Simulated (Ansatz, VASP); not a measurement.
# SiO2 in two plane-wave programs

One calculation is typed for both programs; each brings its own data sets. How far apart do they land? The cell is taken from a series of runs on this material, whose earlier steps may have relaxed, scaled, displaced or heated it; both programs get it as it stands.

Main program and level: Ansatz 0.2.0; plane waves, with VASP 6.6.1 beside it; PBE0 form with 40 % exact exchange with an exact-exchange share of 0.4.

## Step 1: The structure

It takes space group P3_221 (No. 154, trigonal). Conventional cell: a = 4.916 Å, b = 4.916 Å, c = 5.408 Å, α = 90.00°, β = 90.00°, γ = 120.00°. Nearest to Si lie 4 O at 1.61 Å. O has 2 Si at 1.61 Å nearest. Farther neighbours and most contacts between anions are not listed.

## Step 2: VASP: G0W0 gap, PBE0 form with 40 % exact exchange with an exact-exchange share of 0.4

Quasiparticle shifts depend on high empty states and on the cores, so they are the hardest test of two PAW sets.

Lines of VASP's logs that name or quote its potential files are left out, and so is its time.

The run reads the wave functions of an earlier VASP run, which isn't shown here.

The input, INCAR:

```
SYSTEM = SiO2
PREC = Accurate
ENCUT = 440
ISMEAR = 0
SIGMA = 0.01
LREAL = .FALSE.
LHFCALC = .TRUE.
AEXX = 0.4
GGA = PE
LASPH = .TRUE.
NBANDS = 496
PRECFOCK = Fast
ALGO = EVGW0
NELMGW = 1
ENCUTGW = 150
NOMEGA = 64
NBANDSGW = 32
LWAVE = .FALSE.
LCHARG = .FALSE.
```

The input, POSCAR:

```
SiO2
1.0
    4.9163600000      0.0000000000      0.0000000000
   -2.4581800000      4.2576926541      0.0000000000
    0.0000000000      0.0000000000      5.4084000000
Si O
3 6
Direct
    0.4697300000      0.0000000000      0.6666666667
    0.0000000000      0.4697300000      0.3333333333
    0.5302700000      0.5302700000      0.0000000000
    0.4135400000      0.2675800000      0.7855800000
    0.7324200000      0.1459600000      0.4522466667
    0.8540400000      0.5864600000      0.1189133333
    0.2675800000      0.4135400000      0.2144200000
    0.1459600000      0.7324200000      0.5477533333
    0.5864600000      0.8540400000      0.8810866667
```

The input, KPOINTS:

```
Automatic mesh
0
Gamma
6 6 2
0 0 0
```

Potentials, in the order of the species: Si_GW and O_GW (PBE family, release 64).

The run is started by

```console
mpirun -np 8 vasp_std
```

Numbers of over 12 decimals in the logs are rounded to 6 here.

Log:

```text
[banner, memory and clock lines left out]
running    8 mpi-ranks, on    1 nodes
 distrk:  each k-point on    8 cores,    1 groups
 distr:  one band on    1 cores,    8 groups

 POSCAR found type information on POSCAR SiO
 POSCAR found :  2 types and       9 ions
|                                                                             |
|           W    W    AA    RRRRR   N    N  II  N    N   GGGG   !!!           |
|           W    W   A  A   R    R  NN   N  II  NN   N  G    G  !!!           |
|           W    W  A    A  R    R  N N  N  II  N N  N  G       !!!           |
|           W WW W  AAAAAA  RRRRR   N  N N  II  N  N N  G  GGG   !            |
|           WW  WW  A    A  R   R   N   NN  II  N   NN  G    G                |
|           W    W  A    A  R    R  N    N  II  N    N   GGGG   !!!           |
|                                                                             |
|     For optimal performance we recommend to set                             |
|       NCORE = 2 up to number-of-cores-per-socket                            |
|     NCORE specifies how many cores store one orbital (NPAR=cpu/NCORE).      |
|     This setting can greatly improve the performance of VASP for DFT.       |
|     The default, NCORE=1 might be grossly inefficient on modern             |
|     multi-core architectures or massively parallel machines. Do your        |
|     Unfortunately you need to use the default for GW and RPA                |
|     calculations (for HF NCORE is supported but not extensively tested      |
|     yet).                                                                   |
|                                                                             |

|                                                                             |
|           W    W    AA    RRRRR   N    N  II  N    N   GGGG   !!!           |
|           W    W   A  A   R    R  NN   N  II  NN   N  G    G  !!!           |
|           W    W  A    A  R    R  N N  N  II  N N  N  G       !!!           |
|           W WW W  AAAAAA  RRRRR   N  N N  II  N  N N  G  GGG   !            |
|           WW  WW  A    A  R   R   N   NN  II  N   NN  G    G                |
|           W    W  A    A  R    R  N    N  II  N    N   GGGG   !!!           |
|                                                                             |
|     The default for ENCUTGWSOFT is different in this version of VASP.       |
|     please manually set ENCUTGWSOFT =150 in the INCAR file.                 |
|                                                                             |

 LDA part: xc-table for (Slater+PW92), standard interpolation
 found WAVECAR, reading the header
 POSCAR, INCAR and KPOINTS ok, starting setup
 FFT: planning ... GRIDC
 FFT: planning ... GRID_SOFT
 FFT: planning ... GRID
 reading WAVECAR
 the WAVECAR file was read successfully
 initial charge from wavefunction
 available memory per node:     72.62 GB, setting MAXMEM to     74360

 The Fermi energy was updated, please check that it is located mid-gap
 values below the HOMO (VB) or above the LUMO (CB) will cause erroneous energies
 E-fermi :   3.1569

 calculate exact exchange contribution
 the WAVEDER file was read successfully
energies w=
    0.000    0.000    0.685    0.000    1.369    0.000    2.050    0.000
    2.726    0.000    3.397    0.000    4.061    0.000    4.717    0.000
    5.365    0.000    6.004    0.000    6.634    0.000    7.256    0.000
    7.869    0.000    8.474    0.000    9.071    0.000    9.661    0.000
   10.246    0.000   10.824    0.000   11.399    0.000   11.970    0.000
   12.539    0.000   13.108    0.000   13.676    0.000   14.246    0.000
   14.820    0.000   15.398    0.000   15.981    0.000   16.573    0.000
   17.175    0.000   17.788    0.000   18.415    0.000   19.058    0.000
   19.719    0.000   20.402    0.000   21.110    0.000   21.845    0.000
   22.613    0.000   23.417    0.000   24.262    0.000   25.155    0.000
   26.103    0.000   27.113    0.000   28.195    0.000   29.358    0.000
   30.618    0.000   31.989    0.000   33.490    0.000   35.144    0.000
   36.981    0.000   39.035    0.000   41.352    0.000   43.989    0.000
   47.022    0.000   50.552    0.000   54.714    0.000   59.697    0.000
   65.771    0.000   73.339    0.000   83.023    0.000   95.844    0.000
  113.595    0.000  139.755    0.000  182.061    0.000  261.918    0.000
 responsefunction array rank=     496
 LDA part: xc-table for (Slater+PW92), standard interpolation

 min. memory requirement per mpi rank    641.4 MB, per node   5131.0 MB

 allocating   8 responsefunctions rank=   496
 shmem allocating  64 responsefunctions rank=   496
 response function shared by NCSHMEM nodes    1
 Doing            8  frequencies on each core in blocks of           64
NQ=   1    0.0000    0.0000    0.0000,
|.........|.........|.........|.........|.........|.........|.........|.........
 performed       2075000 updates of chi_q(r,r)
 total number of BLAS operations       3437.69 Gflops
NQ=   2    0.1667    0.0000    0.0000,
|.........|.........|.........|.........|.........|.........|.........|.........
 performed       5610000 updates of chi_q(r,r)
 total number of BLAS operations       9819.94 Gflops
NQ=   3    0.3333    0.0000    0.0000,
|.........|.........|.........|.........|.........|.........|.........|.........
 performed       9145000 updates of chi_q(r,r)
 total number of BLAS operations      16337.26 Gflops
NQ=   4    0.5000    0.0000    0.0000,
|.........|.........|.........|.........|.........|.........|.........|.........
 performed      11792000 updates of chi_q(r,r)
 total number of BLAS operations      21216.28 Gflops
NQ=   5    0.1667    0.1667    0.0000,
|.........|.........|.........|.........|.........|.........|.........|.........
 performed      14883000 updates of chi_q(r,r)
 total number of BLAS operations      26656.28 Gflops
NQ=   6    0.3333    0.1667    0.0000,
|.........|.........|.........|.........|.........|.........|.........|.........
 performed      18799000 updates of chi_q(r,r)
 total number of BLAS operations      33726.10 Gflops
NQ=   7    0.3333    0.3333    0.0000,
|.........|.........|.........|.........|.........|.........|.........|.........
 performed      21065000 updates of chi_q(r,r)
 total number of BLAS operations      38061.10 Gflops
NQ=   8    0.0000    0.0000    0.5000,
|.........|.........|.........|.........|.........|.........|.........|.........
 performed      23140000 updates of chi_q(r,r)
 total number of BLAS operations      41667.02 Gflops
NQ=   9    0.1667    0.0000    0.5000,
|.........|.........|.........|.........|.........|.........|.........|.........
 performed      26675000 updates of chi_q(r,r)
 total number of BLAS operations      47862.54 Gflops
NQ=  10    0.3333    0.0000    0.5000,
|.........|.........|.........|.........|.........|.........|.........|.........
 performed      30210000 updates of chi_q(r,r)
 total number of BLAS operations      54111.14 Gflops
NQ=  11    0.5000    0.0000    0.5000,
|.........|.........|.........|.........|.........|.........|.........|.........
 performed      32857000 updates of chi_q(r,r)
 total number of BLAS operations      58670.31 Gflops
NQ=  12    0.1667    0.1667    0.5000,
|.........|.........|.........|.........|.........|.........|.........|.........
 performed      35948000 updates of chi_q(r,r)
 total number of BLAS operations      63994.94 Gflops
NQ=  13    0.3333    0.1667    0.5000,
|.........|.........|.........|.........|.........|.........|.........|.........
 performed      39864000 updates of chi_q(r,r)
 total number of BLAS operations      71154.35 Gflops
NQ=  14    0.3333    0.3333    0.5000,
|.........|.........|.........|.........|.........|.........|.........|.........
 performed      42130000 updates of chi_q(r,r)
 total number of BLAS operations      75436.32 Gflops
 resolving degeneracies of screened two electron integrals

 calculate QP shifts <psi_nk| G(iteration)W_0 |psi_nk>: iteration 1
 entering main loop
```

From OUTCAR (step 2):

```text
ion  position               nearest neighbor table
   1  0.470  0.000  0.667-   4 1.61   8 1.61   9 1.61   5 1.61   3 3.06   3 3.06   2 3.06   2 3.06

  LATTYP: Found a hexagonal cell.
 ALAT       =     4.9163600000
 C/A-ratio  =     1.1000821746

 Subroutine GETGRP returns: Found  6 space group operations
 (whereof  2 operations were pure point group operations)

The static configuration has the point symmetry C_2 .
 The point group associated with its full space group is D_3 .

 Found     14 irreducible k-points:

   k-points           NKPTS =     14   k-points in BZ     NKDIM =     72   number of bands    NBANDS=    496

   dimension x,y,z NGX =    36 NGY =   36 NGZ =   40
   dimension x,y,z NGXF=    72 NGYF=   72 NGZF=   80

   ENCUT  =  440.0 eV  32.34 Ry    5.69 a.u.   8.41  8.41  9.25*2*pi/ulx,y,z

   NELECT =      48.0000    total number of electrons

  energy-cutoff  :      440.00
  volume of cell :      113.21
      direct lattice vectors                 reciprocal lattice vectors
     4.916360000  0.000000000  0.000000000     0.203402517  0.117434498  0.000000000
    -2.458180000  4.257692654  0.000000000     0.000000000  0.234868996  0.000000000
     0.000000000  0.000000000  5.408400000     0.000000000  0.000000000  0.184897567

 k-points in reciprocal lattice and weights: Automatic mesh
   0.00000000  0.00000000  0.00000000       0.014
   0.16666667  0.00000000  0.00000000       0.083
   0.33333333  0.00000000  0.00000000       0.083
   0.50000000  0.00000000  0.00000000       0.042
   0.16666667  0.16666667  0.00000000       0.083
   0.33333333  0.16666667  0.00000000       0.167
   0.33333333  0.33333333  0.00000000       0.028
   0.00000000  0.00000000  0.50000000       0.014
   0.16666667  0.00000000  0.50000000       0.083
[...]
0.33333333  0.16666667  0.50000000       0.167
   0.33333333  0.33333333  0.50000000       0.028

 E-fermi :   3.1569

 QP shifts <psi_nk| G(iteration)W_0 |psi_nk>: iteration 1
 for sc-GW calculations column KS-energies equals QP-energies in previous step
 and V_xc(KS)=  KS-energies - (<T + V_ion + V_H > + <T+V_H+V_ion>^1  + <V_x>^1)
 k-point   1 :       0.0000    0.0000    0.0000
  band No.  KS-energies  QP-energies   sigma(KS)   V_xc(KS)     V^pw_x(r,r')   Z            occupation Imag(sigma)
    ...
     21      -3.0426      -3.0201     -21.7946     -21.8210     -25.0552       0.8544       2.0000       0.0452
     22      -2.6939      -2.6379     -22.1020     -22.1675     -25.3570       0.8550       2.0000       0.0448
     23      -2.2815      -2.2046     -22.1786     -22.2684     -25.3998       0.8555       2.0000       0.0438
     24      -2.2815      -2.2046     -22.1786     -22.2684     -25.3998       0.8555       2.0000       0.0438
     25       8.2542       8.5743      -8.4695      -8.8240      -5.5998       0.9030       0.0000      -0.0373
     26      11.7639      12.1871      -7.8192      -8.2901      -4.6224       0.8988       0.0000      -0.0432
     27      11.7639      12.1871      -7.8192      -8.2901      -4.6224       0.8988       0.0000      -0.0432
     28      12.3088      12.8174      -8.6157      -9.1843      -5.3894       0.8943       0.0000      -0.0443
    ...

 k-point   2 :       0.1667    0.0000    0.0000
  band No.  KS-energies  QP-energies   sigma(KS)   V_xc(KS)     V^pw_x(r,r')   Z            occupation Imag(sigma)
    ...
     21      -3.0377      -3.0126     -21.8197     -21.8490     -25.0712       0.8546       2.0000       0.0452
     22      -2.7981      -2.7558     -22.0215     -22.0708     -25.2675       0.8554       2.0000       0.0448
     23      -2.2297      -2.1441     -22.3025     -22.4025     -25.5410       0.8556       2.0000       0.0439
     24      -2.1873      -2.0928     -22.2986     -22.4090     -25.5310       0.8561       2.0000       0.0438
     25       8.6998       9.0489      -8.6789      -9.0659      -5.8120       0.9020       0.0000      -0.0378
     26      11.7689      12.2198      -7.9942      -8.4964      -4.7662       0.8979       0.0000      -0.0436
     27      11.8403      12.2812      -7.9200      -8.4113      -4.6710       0.8975       0.0000      -0.0439
     28      12.3400      12.8484      -8.5359      -9.1043      -5.3102       0.8945       0.0000      -0.0443
    ...

 k-point   3 :       0.3333    0.0000    0.0000
  band No.  KS-energies  QP-energies   sigma(KS)   V_xc(KS)     V^pw_x(r,r')   Z            occupation Imag(sigma)
    ...
     21      -3.0384      -3.0094     -21.9380     -21.9719     -25.1611       0.8552       2.0000       0.0448
     22      -2.8512      -2.8130     -22.0005     -22.0451     -25.2506       0.8548       2.0000       0.0451
     23      -2.2130      -2.1186     -22.3796     -22.4899     -25.6284       0.8559       2.0000       0.0441
     24      -2.0430      -1.9264     -22.4737     -22.6099     -25.7202       0.8561       2.0000       0.0439
     25       9.7767      10.1876      -9.0038      -9.4604      -6.0995       0.9001       0.0000      -0.0390
     26      11.8468      12.3497      -8.6759      -9.2380      -5.4983       0.8947       0.0000      -0.0439
     27      11.9707      12.4616      -8.2316      -8.7795      -4.9292       0.8958       0.0000      -0.0448
     28      12.4471      12.9396      -8.4612      -9.0117      -5.2769       0.8946       0.0000      -0.0442
    ...

 k-point   4 :       0.5000    0.0000    0.0000
  band No.  KS-energies  QP-energies   sigma(KS)   V_xc(KS)     V^pw_x(r,r')   Z            occupation Imag(sigma)
    ...
     21      -3.0439      -3.0163     -21.9498     -21.9822     -25.1608       0.8556       2.0000       0.0447
     22      -2.8052      -2.7624     -22.0611     -22.1112     -25.3162       0.8545       2.0000       0.0451
     23      -2.2364      -2.1400     -22.3715     -22.4843     -25.6188       0.8556       2.0000       0.0441
     24      -1.9840      -1.8581     -22.5420     -22.6890     -25.7935       0.8558       2.0000       0.0440
     25      10.7220      11.1906      -9.1302      -9.6528      -6.0882       0.8965       0.0000      -0.0417
     26      11.4542      11.9461      -9.2835      -9.8333      -6.3540       0.8947       0.0000      -0.0417
     27      12.2158      12.6965      -8.1876      -8.7239      -4.9418       0.8964       0.0000      -0.0441
     28      12.2671      12.7845      -8.5946      -9.1734      -5.3629       0.8940       0.0000      -0.0448
    ...

[... 4 further parts left out ...]
```

(Part 1 of 2 ends here.)

[Lines on the potential files, build, host, timing and source positions are cut from VASP's logs without a mark.]

[Logs are printed without paths, hosts, clocks, repeated set-up lines and the standing remarks that a program may print on its own settings, such as how far it seeks lower states.]

[Hosts, paths, dates, database ids (printed as entryN), source tags and the programs' standing remarks are cut or masked in the printed files.]
